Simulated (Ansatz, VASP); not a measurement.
# PtSe2 (Sudovikovite): VASP beside Ansatz, part 2 of 2

Aim: how closely do two programs agree when they are given the same cell, functional and k mesh? The cell is taken from a series of runs on this material, whose earlier steps may have relaxed, scaled, displaced or heated it; both programs get it as it stands.

VASP 6.6.1 and Ansatz 0.2.0.

So far: Starting point; VASP: relaxation of cell and atoms, PBE; Ansatz: relaxation of cell and atoms, PBE; Differences.

## Step 5: VASP: zone-centre phonons, PBE

Level of this step: PBE; plane waves and PAW (Pt, Se) (VASP).

Second derivatives magnify differences that forces hide, and they need a tight electronic threshold.

Input file INCAR:

```
SYSTEM = PtSe2
PREC = Accurate
ENCUT = 500
EDIFF = 1E-08
NELM = 120
ISMEAR = 0
SIGMA = 0.01
LREAL = .FALSE.
ALGO = Normal
GGA = PE
NBANDS = 17
LASPH = .TRUE.
LORBIT = 11
LWAVE = .FALSE.
LCHARG = .FALSE.
ISIF = 2
IBRION = 8
GGA_COMPAT = .FALSE.
EFERMI = MIDGAP
KPAR = 2
```

Input file POSCAR:

```
PtSe2
1.0
    3.7517821796      0.0000000000      0.0000000000
   -1.8758910898      3.2491386770      0.0000000000
    0.0000000000      0.0000000000      6.4843540689
Pt Se
1 2
Direct
    0.0000000000      0.0000000000      0.0000000000
    0.3333333333      0.6666666667      0.2014848296
    0.6666666667      0.3333333333      0.7985151704
```

Input file KPOINTS:

```
Automatic mesh
0
Gamma
9 9 4
0 0 0
```

Potentials, in the order of the species: Pt and Se (PBE family, release 64).

Run with:

```
$ mpirun -np 2 vasp_std
```

Numbers of over 12 decimals in the logs are rounded to 6 here.

Output:

```text
[... set-up lines as in an earlier step ...]
 entering main loop
       N       E                     dE             d eps       ncg     rms          rms(c)
DAV:   1     0.112309368511E+03    0.11231E+03   -0.95249E+03  1470   0.107E+03
DAV:   2    -0.961416515099E+01   -0.12192E+03   -0.11813E+03  1898   0.208E+02
DAV:   3    -0.151001599317E+02   -0.54860E+01   -0.54609E+01  1802   0.462E+01
DAV:   4    -0.151518894121E+02   -0.51729E-01   -0.51713E-01  1846   0.476E+00
[...]
DAV:  15    -0.143028279352E+02   -0.13292E-06   -0.59938E-08  1673   0.162E-03    0.298E-04
DAV:  16    -0.143028279494E+02   -0.14226E-07   -0.67025E-09  1412   0.713E-04    0.135E-04
DAV:  17    -0.143028279503E+02   -0.81218E-09   -0.14531E-09  1168   0.249E-04
   1 F= -.14302828E+02 E0= -.14302828E+02  d E =0.000000E+00
 Linear response reoptimize wavefunctions to high precision
DAV:   1    -0.143028279453E+02    0.49788E-08   -0.14086E-10  1184   0.856E-05
DAV:   2    -0.143028279453E+02   -0.17280E-10   -0.16088E-11   833   0.244E-05
 Linear response DOF=           4
 Linear response progress:
[...]
RMM:   8    -0.766113180655E-01    0.30568E-06    0.14794E-08 10055   0.181E-04    0.556E-05
RMM:   9    -0.766111831940E-01    0.13487E-06    0.13191E-09  9584   0.121E-04    0.214E-05
RMM:  10    -0.766111790610E-01    0.41330E-08   -0.15487E-08  9910   0.758E-05    0.588E-06
 first order change of Fermi-energy  -0.37106E-05
 force on displaced ion       2 direction 1 :  -7.818   0.000   0.000
 Linear response progress:
  Degree of freedom:   4/  4
       N       E                     dE             d eps       ncg     rms          rms(c)
RMM:   1    -0.989159703783E-01   -0.98916E-01    0.54824E-02  3351   0.145E+00
RMM:   2    -0.978832671551E-01    0.10327E-02   -0.15314E-03  2256   0.230E-01    0.155E-01
RMM:   3    -0.976584241522E-01    0.22484E-03   -0.11077E-04  2489   0.530E-02    0.963E-02
RMM:   4    -0.975576991590E-01    0.10072E-03   -0.44787E-05  2504   0.432E-02    0.336E-02
[...]
RMM:  11    -0.975831413457E-01   -0.60053E-07    0.57929E-09  2568   0.967E-05    0.121E-05
RMM:  12    -0.975831829509E-01   -0.41605E-07    0.45068E-09  2604   0.657E-05    0.238E-06
RMM:  13    -0.975831877452E-01   -0.47943E-08    0.98213E-09  2569   0.516E-05    0.957E-07
 first order change of Fermi-energy  -0.81984E+00
 force on displaced ion       2 direction 3 :  -0.000  -0.000  -9.559
 Linear response finished
```

From OUTCAR (step 5):

```text
  Total       -0.0207055     -0.0207055     -0.0117269      0.0000000      0.0000000      0.0000000
  in kB       -0.4196844     -0.4196844     -0.2376952      0.0000000      0.0000000      0.0000000
  external PRESSURE =      -0.3590214 kB  Pullay stress =       0.0000000 kB

 POSITION                                       TOTAL-FORCE (eV/Angst)
 -----------------------------------------------------------------------------------
      0.00000      0.00000      0.00000        -0.000000      0.000000      0.000000
     -0.00000      2.16609      1.30650         0.000000     -0.000000     -0.001399
      1.87589      1.08305      5.17786        -0.000000      0.000000      0.001399
 -----------------------------------------------------------------------------------
    total drift:                               -0.000000      0.000000      0.000000

[... 1 part as in an earlier step ...]

[... 1 further part left out ...]
```

## Step 6: Ansatz: zone-centre phonons, PBE

The same cell, functional and mesh now go to Ansatz, which takes its cutoff from its data sets.

The cell is taken from a series of runs on this material, whose earlier steps may have relaxed, scaled, displaced or heated it; both programs get it as it stands.

Input file input.yaml:

```yaml
crystal:
  lattice:
    - [3.7517821796, 0.0, 0.0]
    - [-1.8758910898, 3.249138677, 0.0]
    - [0.0, 0.0, 6.4843540689]
  atoms:
    - { symbol: Pt, position: [0.0, 0.0, 0.0] }
    - { symbol: Se, position: [0.3333333333, 0.6666666667, 0.2014848296] }
    - { symbol: Se, position: [0.6666666667, 0.3333333333, 0.7985151704] }
kpoints:
  mp_grid: { grid: [9, 9, 4] }
hamiltonian:
  xc: pbe
scf:
  occupations: { method: fixed }
output:
  eigenvalues: true
phonons:
  method: dfpt
```

Run with:

```
$ ansatz run input.yaml --threads 8 --pin off --max-ram 14336MiB --backend cpu --events-out ev --progress --plain --runs-dir out
```

Output:

```text
[...]
Crystal: 3 atoms, lattice volume = 79.045 Å³
Basis set: ecut = 420 eV, 1581 PW (Γ), exchange–correlation on 54×54×90 points (8 copies of the dense FFT grid, shifted against one another)
Bands: 30, of which v1, the nominal top of the filled ones, is band 25 counted from 1 (24 counted from 0)
Symmetry: 12 space group operations
k-points: 95 of 324 (irreducible under 2 space group operations, time reversal used)
[...]
ASR residual: 5.230e-5 → 0.000e0 eV/Å²; symmetrization residual: 2.303e-5 eV/Å²
  ASR residual per site (eV/Å²): 4.31e-5 5.23e-5 5.23e-5
  Γ frequencies (cm⁻¹): 0.00 0.00 0.00 169.69 169.69 195.89 212.47 212.47 222.05
  non-analytic LO–TO correction: not included (Born effective charges unavailable; polar crystals: no LO–TO splitting at Γ)
[key lines of the parts left out:]
SCF converged after 10 iterations
Free energy (F): -23462.369572 eV
Fermi energy:    8.329226 eV
```

## Step 7: Comparison

What differs besides the data sets and the points named for the pairs above, as far as they apply: fixed occupations in Ansatz, narrow Gaussian smearing in VASP; the data sets hold 50 valence electrons in Ansatz (on its default PAW (the set named soft_2) files) and 22 in VASP. Total energies have different zeros and are not compared.

The two programs side by side:

```tsv
quantity	Ansatz	VASP	difference
optical mode 1 to 2 (cm⁻¹)	169.7	169.7	-0.03 %
optical mode 3 (cm⁻¹)	195.9	196.2	-0.15 %
optical mode 4 to 5 (cm⁻¹)	212.5	212.8	-0.18 %
optical mode 6 (cm⁻¹)	222.1	222.5	-0.19 %
```

Modes are paired by rising frequency, not by their patterns, so a pair may set unlike modes beside each other; they are those without the splitting of longitudinal modes.

## Step 8: Summary of results

```yaml
difference_in_volume_relaxation_of_cell_and_atoms_pbe: 0.050 %
r_m_s_difference_of_the_optical_zone_centre_modes_each_program_s_sorted_by_frequency_zone_centre_phonons_pbe: 0.30 cm⁻¹
```

What this shows: The difference in volume is 0.050 % (relaxation of cell and atoms, PBE), within the 1.2 % picked in this series as the mark of a large difference, as far as the stopping tolerances let one tell. The data sets hold unlike numbers of valence electrons (50 in Ansatz and 22 in VASP), so part of the differences comes from the potentials. Such differences can come from data sets, numerical settings and the points named under the comparisons, not from the functional's error against experiment.

[Lines on the potential files, build, host, timing and source positions are cut from VASP's logs without a mark.]

[Logs are printed without paths, hosts, clocks, repeated set-up lines and the standing remarks that a program may print on its own settings, such as how far it seeks lower states.]

[Hosts, paths, dates, database ids (printed as entryN), source tags and the programs' standing remarks are cut or masked in the printed files.]
